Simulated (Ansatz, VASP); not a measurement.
One calculation of Ir3C4, two programs

```
Ir C
1.0
     4.23616    0.00000    0.00000
     0.00000    4.23616    0.00000
     0.00000    0.00000    4.23616
Ir C
3 4
Direct
  0.50000 0.50000 0.00000
  0.00000 0.50000 0.50000
  0.50000 0.00000 0.50000
  0.50000 0.50000 0.50000
  0.50000 0.00000 0.00000
  0.00000 0.50000 0.00000
  0.00000 0.00000 0.50000
```

Change from the starting cell: species swapped into the W3N4 type (Pm-3m, No. 221).

Alike in both runs: task relaxation of cell and atoms; functional PBE; k mesh 4 × 4 × 4; occupations gaussian, width 0.1 eV; no spin polarisation.

|  | VASP | Ansatz |
| --- | --- | --- |
| version | VASP 6.6.1 | Ansatz 0.2.0 |
| potentials or method | VASP PAW PBE potentials, release 64 (Ir, C) | scalar-relativistic, plane waves, PAW |
| plane-wave cutoff (eV) | 600 | 420 |
| valence electrons in the cell | 43 | 67 |

VASP gave:

```
gap on the k mesh at the Fermi level, each at its own relaxed structure (eV) : none
relaxed volume (Å³/atom)                                                     : 11.23
relaxed cell length with the largest relative difference (Å)                 : 4.283
energy change over the relaxation (meV/atom)                                 : -11
```

Q: Estimate Ansatz's values.

A: gap on the k mesh at the Fermi level, each at its own relaxed structure (eV): none; relaxed volume (Å³/atom): 11.15; relaxed cell length with the largest relative difference (Å): 4.274; energy change over the relaxation (meV/atom): -7.

A gap of «none» marks a metal or a gap that the smearing closes. The two sets of potentials don't hold the same shells in valence.

Caveats: the k mesh is coarse (spacing up to 0.37 Å⁻¹), so the values aren't converged; the bands computed are all filled at some k points, so no gap is given. Spin-orbit coupling is left out, which matters for the levels of Ir.
